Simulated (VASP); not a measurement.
VASP input:

**INCAR**
```
SYSTEM = Tc
PREC = Accurate
ENCUT = 500
EDIFF = 1E-6
NELM = 100
ALGO = Normal
LREAL = .FALSE.
LASPH = .TRUE.
ISMEAR = 1
SIGMA = 0.1
GGA = PE
LMAXMIX = 4
LWAVE = .FALSE.
LCHARG = .FALSE.
IBRION = 2
ISIF = 3
NSW = 40
EDIFFG = -0.02
```

### KPOINTS
```
Automatic mesh
0
Gamma
15 15 8
0 0 0
```

### POSCAR
```
Tc
1
    1.3724620931    -2.3771744724    -0.0000000000
    1.3724620931     2.3771744724     0.0000000000
    0.0000000000     0.0000000000     4.3974216093
Tc
2
Direct
  0.3333330000   0.6666670000   0.2500000000
  0.6666670000   0.3333330000   0.7500000000
```

POTCAR, in this order: Tc_pv (PBE.64 set). Program: vasp_std.

Problem. Write an equivalent input for Ansatz.

Solution. One equivalent input (not run):
Ansatz 0.2 input:
```yaml
crystal:
  lattice:
    - [1.3724621, -2.3771745, 0.0000000]
    - [1.3724621, 2.3771745, 0.0000000]
    - [0.0000000, 0.0000000, 4.3974216]
  atoms:
    - { symbol: Tc, position: [0.3333330, 0.6666670, 0.2500000] }
    - { symbol: Tc, position: [0.6666670, 0.3333330, 0.7500000] }
kpoints:
  mp_grid: { grid: [15, 15, 8] }
hamiltonian:
  xc: pbe
  pseudopotentials: { kind: paw }
scf:
  occupations: { method: methfessel_paxton, width: 0.1 }
  max_iter: 100
relax:
  max_steps: 40
  f_tol: 0.02
  cell: {}
output: { forces: true, stress: true, eigenvalues: true }
```
Limits of the translation: each code has its own PAW files, so the cut-off isn't converted (ENCUT is set for VASP's; basis.ecutwfc is left out, and Ansatz then takes the one that its files recommend); Ansatz stops its SCF on the density residual and VASP on the energy change (EDIFF).

The compound is Tc in the hcp structure. This run relaxes it. Symmetry was kept, so distortions that lower it aren't found.
